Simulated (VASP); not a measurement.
Method: r2SCAN meta-GGA, VASP's PBE PAW potentials (set 64) (plane waves; VASP).

VASP input:

**POSCAR**
```
GaSb
1
   -0.0000000000     3.0635876920     3.0635876920
    3.0635876920     0.0000000000     3.0635876920
    3.0635876920     3.0635876920    -0.0000000000
Ga Sb
1 1
Direct
  0.0000000000   0.0000000000   0.0000000000
  0.2500000000   0.2500000000   0.2500000000
```

**KPOINTS**
```
Automatic mesh
0
Gamma
8 8 8
0 0 0
```

KPOINTS_OPT:
```
k-points along high-symmetry lines
10
Line-mode
Reciprocal
  0.000000   0.000000   0.000000 ! GAMMA
 -0.500000  -0.500000   0.000000 ! X

 -0.500000  -0.500000   0.000000 ! X
 -0.375000  -0.375000   0.250000 ! U

 -0.375000  -0.000000   0.375000 ! K
  0.000000   0.000000   0.000000 ! GAMMA

  0.000000   0.000000   0.000000 ! GAMMA
 -0.000000  -0.000000   0.500000 ! L

 -0.000000  -0.000000   0.500000 ! L
 -0.500000  -0.250000   0.250000 ! W

 -0.500000  -0.250000   0.250000 ! W
 -0.500000  -0.500000   0.000000 ! X
```

**INCAR**
```
LWAVE  =  F
LMIXTAU  =  T
LASPH  =  T
LMAXMIX  =  4   # l cut-off of mixed one-centre charges
LREAL  =  F
ISMEAR  =  -5   # tetrahedra, Bloechl
ISIF  =  2
NELM  =  100
PREC  =  Accurate
LCHARG  =  F
SYSTEM  =  GaSb
METAGGA  =  R2SCAN
LORBIT  =  11   # lm-projected
ENCUT  =  400
NEDOS  =  601   # DOS grid
EDIFF  =  1E-7
ALGO  =  Normal   # blocked Davidson
```

POTCAR, in this order: Ga_d Sb (PBE.64 set). Program: vasp_std.

What VASP printed:

File OSZICAR:
```
       N       E                     dE             d eps       ncg     rms          rms(c)
DAV:   1     0.417046075716E+02    0.41705E+02   -0.81276E+03   762   0.149E+03
DAV:   2    -0.345098992913E+02   -0.76215E+02   -0.74416E+02   844   0.284E+02
DAV:   3    -0.393539351873E+02   -0.48440E+01   -0.48318E+01   929   0.686E+01
DAV:   4    -0.394307784489E+02   -0.76843E-01   -0.76831E-01   878   0.979E+00
DAV:   5    -0.394329312772E+02   -0.21528E-02   -0.21528E-02   953   0.136E+00    0.291E+00
DAV:   6    -0.375535758823E+02    0.18794E+01   -0.40857E-01   819   0.113E+01    0.201E+00
DAV:   7    -0.376688229867E+02   -0.11525E+00   -0.38615E-01   849   0.800E+00    0.633E-01
DAV:   8    -0.375831844787E+02    0.85639E-01   -0.23789E-01   799   0.548E+00    0.193E-01
DAV:   9    -0.375938074938E+02   -0.10623E-01   -0.13706E-02   849   0.111E+00    0.235E-01
DAV:  10    -0.375951356048E+02   -0.13281E-02   -0.45871E-03   769   0.749E-01    0.509E-01
DAV:  11    -0.375986113980E+02   -0.34758E-02   -0.19001E-02   759   0.121E+00    0.618E-02
DAV:  12    -0.375960271521E+02    0.25842E-02   -0.20774E-03   799   0.400E-01    0.607E-02
DAV:  13    -0.375977918215E+02   -0.17647E-02   -0.51353E-04   764   0.230E-01    0.464E-02
DAV:  14    -0.375985992675E+02   -0.80745E-03   -0.88584E-04   774   0.244E-01    0.280E-02
DAV:  15    -0.375986175157E+02   -0.18248E-04   -0.75624E-05   963   0.850E-02    0.834E-03
DAV:  16    -0.375987039506E+02   -0.86435E-04   -0.72483E-05   764   0.728E-02    0.217E-03
DAV:  17    -0.375987122118E+02   -0.82612E-05   -0.55462E-06   977   0.340E-02    0.113E-03
DAV:  18    -0.375987110412E+02    0.11706E-05   -0.78124E-07   764   0.120E-02    0.755E-04
DAV:  19    -0.375987127165E+02   -0.16753E-05   -0.12650E-07   568   0.430E-03    0.454E-04
DAV:  20    -0.375987122573E+02    0.45922E-06   -0.49634E-08   392   0.316E-03    0.159E-04
DAV:  21    -0.375987124193E+02   -0.16205E-06   -0.12734E-08   377   0.147E-03    0.978E-05
DAV:  22    -0.375987123241E+02    0.95247E-07   -0.78790E-09   377   0.943E-04
   1 F= -.37598712E+02 E0= -.37598712E+02  d E =0.000000E+00
       N       E                     dE             ncg
       N       E                     dE             ncg
       N       E                     dE             ncg
```

**OUTCAR**
```
------------------------ aborting loop because EDIFF is reached ----------------------------------------
  FORCE on cell =-STRESS in cart. coord.  units (eV):
  Direction    XX          YY          ZZ          XY          YZ          ZX
  --------------------------------------------------------------------------------------
  Total        0.0122221      0.0122221      0.0122221      0.0000000      0.0000000      0.0000000
  in kB        0.3405150      0.3405150      0.3405150      0.0000000      0.0000000      0.0000000
  external PRESSURE =       0.3405150 kB  Pullay stress =       0.0000000 kB
  volume of cell :       57.51
      direct lattice vectors                 reciprocal lattice vectors
     0.000000000  3.063587692  3.063587692    -0.163207341  0.163207341  0.163207341
     3.063587692  0.000000000  3.063587692     0.163207341 -0.163207341  0.163207341
     3.063587692  3.063587692  0.000000000     0.163207341  0.163207341 -0.163207341
  FREE ENERGIE OF THE ION-ELECTRON SYSTEM (eV)
  ---------------------------------------------------
  free  energy   TOTEN  =       -37.5987123241 eV

  energy  without entropy=      -37.5987123241  energy(sigma->0) =      -37.59871232

 total charge

# of ion       s       p       d       tot
------------------------------------------
    1        0.874   0.765   9.964  11.603
    2        1.104   1.357   0.028   2.490
--------------------------------------------------
tot          1.978   2.122   9.993  14.093
```
(Selected blocks of OUTCAR.)

The compound is GaSb in the zinc blende structure. It was relaxed first.
